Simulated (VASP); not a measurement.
Data:

```xyz
1
Lattice="-2.1300 2.1300 2.1300 2.1300 -2.1300 2.1300 2.1300 2.1300 -2.1300" Properties=species:S:1:pos:R:3 pbc="T T T"
Na     0.0000     0.0000     0.0000
```

Computed with PBE GGA, VASP's PBE PAW potentials (set 64) (plane waves; VASP 6.6.1). Numerical set-up: LASPH = .FALSE., 400 eV cut-off, 11×11×11 Γ-centred mesh, first-order Methfessel-Paxton smearing of 0.10 eV, potentials Na_pv.

Task: Estimate the energy per atom (σ→0), band gap (on the k-mesh) with the smallest direct gap where there is one.

Result: 
The band gap (on the k-mesh) comes out as none (metal, semimetal or under 0.01 eV) and the energy per atom (σ→0) is -1.312 eV/atom.

The compound is Na in the bcc structure. The cell was not relaxed at this level. The run is one of a series of settings (LASPH = .FALSE. against the base run), some of them coarse on purpose.
